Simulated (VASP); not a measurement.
Method: revPBE GGA, VASP's PBE PAW potentials (set 64) (plane waves; VASP).

The input files of a VASP run:

File POSCAR:
```
Zn
1.0
  1.3394021309  -2.3199129861   0.0000000000
  1.3394021309   2.3199129861   0.0000000000
  0.0000000000   0.0000000000   4.8709784215
Zn
2
Cart
  1.3394021309   0.7733058753   1.2177446054
  1.3394021309  -0.7733058753   3.6532338161
```

KPOINTS:
```
Automatic mesh
0
Gamma
15 15 8
0 0 0
```

**INCAR**
```
# general
SYSTEM   =  Zn
PREC     =  Accurate
ENCUT    =  520
LREAL    =  .False.
LASPH    =  .True.   # aspherical one-centre terms

# electronic loop
EDIFF    =  1E-7   # SCF stop (eV)
NELM     =  100
ALGO     =  Normal   # blocked Davidson
LMAXMIX  =  4

# smearing
ISMEAR   =  1
SIGMA    =  0.1   # width (eV)

# functional
GGA      =  RE   # revPBE

# ions
IBRION   =  2   # conjugate gradients
NSW      =  30   # most ionic steps
ISIF     =  4   # ions and shape, fixed volume
EDIFFG   =  -0.01   # ionic stop

# output
LWAVE    =  .False.
LCHARG   =  .False.
```

POTCAR, in this order: Zn (PBE.64 set). Program: vasp_std.

The resulting files:

### OSZICAR
```
       N       E                     dE             d eps       ncg     rms          rms(c)
DAV:   1     0.967473994876E+02    0.96747E+02   -0.12961E+04  4392   0.239E+03
DAV:   2     0.862458597120E+00   -0.95885E+02   -0.94580E+02  4424   0.302E+02
DAV:   3    -0.176213268355E+01   -0.26246E+01   -0.26203E+01  5336   0.612E+01
DAV:   4    -0.176973299603E+01   -0.76003E-02   -0.76000E-02  5280   0.334E+00
DAV:   5    -0.176974442505E+01   -0.11429E-04   -0.11429E-04  5088   0.105E-01    0.401E+00
DAV:   6    -0.160756789037E+01    0.16218E+00   -0.82560E-01  4520   0.203E+01    0.306E+00
DAV:   7    -0.160272104588E+01    0.48468E-02   -0.23839E-02  5464   0.281E+00    0.156E+00
DAV:   8    -0.160027686950E+01    0.24442E-02   -0.19619E-03  5456   0.777E-01    0.474E-02
DAV:   9    -0.160031266120E+01   -0.35792E-04   -0.27354E-04  6072   0.247E-01    0.307E-02
DAV:  10    -0.160031458541E+01   -0.19242E-05   -0.25625E-05  4872   0.781E-02    0.348E-03
DAV:  11    -0.160031431508E+01    0.27033E-06   -0.20349E-07  4568   0.530E-03    0.149E-03
DAV:  12    -0.160031399583E+01    0.31925E-06   -0.59744E-08  2760   0.519E-03    0.891E-05
DAV:  13    -0.160031398853E+01    0.73051E-08   -0.71302E-09  2560   0.104E-03
   1 F= -.16003140E+01 E0= -.16002354E+01  d E =-.160031E+01
       N       E                     dE             d eps       ncg     rms          rms(c)
DAV:   1    -0.162178080751E+01   -0.21467E-01   -0.39281E-01  4968   0.603E+00    0.852E-01
DAV:   2    -0.161053728740E+01    0.11244E-01   -0.11038E-02  4640   0.204E+00    0.513E-01
DAV:   3    -0.160436636608E+01    0.61709E-02   -0.77356E-03  6024   0.160E+00    0.512E-02
DAV:   4    -0.160444433609E+01   -0.77970E-04   -0.92019E-04  4536   0.364E-01    0.334E-02
DAV:   5    -0.160444371407E+01    0.62202E-06   -0.84101E-06  5288   0.742E-02    0.547E-03
DAV:   6    -0.160444342425E+01    0.28982E-06   -0.11793E-06  5216   0.183E-02    0.590E-04
DAV:   7    -0.160444342922E+01   -0.49763E-08   -0.40239E-08  2632   0.197E-03
   2 F= -.16044434E+01 E0= -.16044241E+01  d E =-.412944E-02
       N       E                     dE             d eps       ncg     rms          rms(c)
DAV:   1    -0.177405465301E+01   -0.16961E+00   -0.35399E+00  5040   0.181E+01    0.256E+00
DAV:   2    -0.167002090664E+01    0.10403E+00   -0.10650E-01  4624   0.565E+00    0.154E+00
DAV:   3    -0.161345918058E+01    0.56562E-01   -0.76702E-02  5696   0.446E+00    0.166E-01
DAV:   4    -0.161411234431E+01   -0.65316E-03   -0.78656E-03  4584   0.104E+00    0.117E-01
DAV:   5    -0.161410181395E+01    0.10530E-04   -0.11897E-04  4976   0.155E-01    0.207E-02
DAV:   6    -0.161409056598E+01    0.11248E-04   -0.14121E-05  5112   0.609E-02    0.156E-03
DAV:   7    -0.161409079452E+01   -0.22854E-06   -0.17484E-06  4888   0.161E-02    0.833E-04
DAV:   8    -0.161409086428E+01   -0.69762E-07   -0.51911E-08  2464   0.544E-03
   3 F= -.16140909E+01 E0= -.16141869E+01  d E =-.137769E-01
```

File OUTCAR:
```
------------------------ aborting loop because EDIFF is reached ----------------------------------------
  FORCE on cell =-STRESS in cart. coord.  units (eV):
  Direction    XX          YY          ZZ          XY          YZ          ZX
  --------------------------------------------------------------------------------------
  Total        0.5852396      0.5852398      0.5700541      0.0000000      0.0000000      0.0000000
  in kB       30.9752901     30.9753026     30.1715581      0.0000000      0.0000000      0.0000000
  external PRESSURE =      30.7073836 kB  Pullay stress =       0.0000000 kB
  volume of cell :       30.27
      direct lattice vectors                 reciprocal lattice vectors
     1.319062941 -2.284684494  0.000000000     0.379056969 -0.218848599  0.000000000
     1.319062941  2.284684494 -0.000000000     0.379056969  0.218848599  0.000000000
     0.000000000  0.000000000  5.022351840     0.000000000  0.000000000  0.199109905
 POSITION                                       TOTAL-FORCE (eV/Angst)
 -----------------------------------------------------------------------------------
      1.31906      0.76156      1.25559         0.000000      0.000000      0.000000
      1.31906     -0.76156      3.76676        -0.000000     -0.000000     -0.000000
 -----------------------------------------------------------------------------------
    total drift:                                0.000012      0.000070      0.000004
  FREE ENERGIE OF THE ION-ELECTRON SYSTEM (eV)
  ---------------------------------------------------
  free  energy   TOTEN  =        -1.6140908643 eV

  energy  without entropy=       -1.6143789565  energy(sigma->0) =       -1.61418690

 reached required accuracy - stopping structural energy minimisation
```
(Selected blocks of OUTCAR.)

### CONTCAR
```
Zn
   1.00000000000000
     1.3190629413537931   -2.2846844936115782    0.0000000000000000
     1.3190629413537931    2.2846844936115782   -0.0000000000000000
     0.0000000000000000    0.0000000000000000    5.0223518400238776
  Zn
     2
Direct
     0.3333330000000032    0.6666669999999968    0.2500000000000000
     0.6666669999999968    0.3333330000000032    0.7500000000000000
```

### OUTCAR
```
 val. band max:        3.1630996632   @ k =   0.4000  -0.0000   0.0000

 cond. band min:       3.2102507071   @ k =   0.0000   0.0000   0.2500


 Fermi energy:         3.1923525290

 k-point     1 :       0.0000    0.0000    0.0000
  band No.  band energies     occupation
      1      -7.1898      2.00000
      2      -5.4315      2.00000
      3      -4.7161      2.00000
      4      -4.4546      2.00000
      5      -4.4545      2.00000
      6      -4.4100      2.00000
      7      -4.4100      2.00000
      8      -4.0430      2.00000
      9      -4.0430      2.00000
     10      -3.8589      2.00000
     11      -3.8589      2.00000
     12      -0.5247      2.00000
     13      -0.0472      2.00000
     14      16.1121      0.00000
     15      19.8412      0.00000
     16      21.3232      0.00000

 k-point     2 :       0.0667    0.0000    0.0000
  band No.  band energies     occupation
      1      -7.0548      2.00000
      2      -5.3700      2.00000
      3      -4.7004      2.00000
      4      -4.4696      2.00000
      5      -4.4253      2.00000
      6      -4.4222      2.00000
      7      -4.3791      2.00000
      8      -4.0730      2.00000
      9      -4.0550      2.00000
     10      -3.9365      2.00000
     11      -3.8581      2.00000
     12      -0.3091      2.00000
     13       0.0216      2.00000
     14      16.2618      0.00000
     15      18.9037      0.00000
     16      19.9405      0.00000

 k-point     3 :       0.1333    0.0000    0.0000
  band No.  band energies     occupation
      1      -6.6578      2.00000
      2      -5.2100      2.00000
      3      -4.6659      2.00000
      4      -4.5032      2.00000
      5      -4.4479      2.00000
      6      -4.3298      2.00000
      7      -4.2906      2.00000
      8      -4.2001      2.00000
      9      -4.0871      2.00000
     10      -4.0736      2.00000
     11      -3.8576      2.00000
     12       0.2423      2.00000
     13       0.2823      2.00000
...
```

The compound is Zn in the hcp structure. This cell is one point of a volume scan, at 0.97 of the reference volume. Symmetry was kept, so distortions that lower it aren't found.
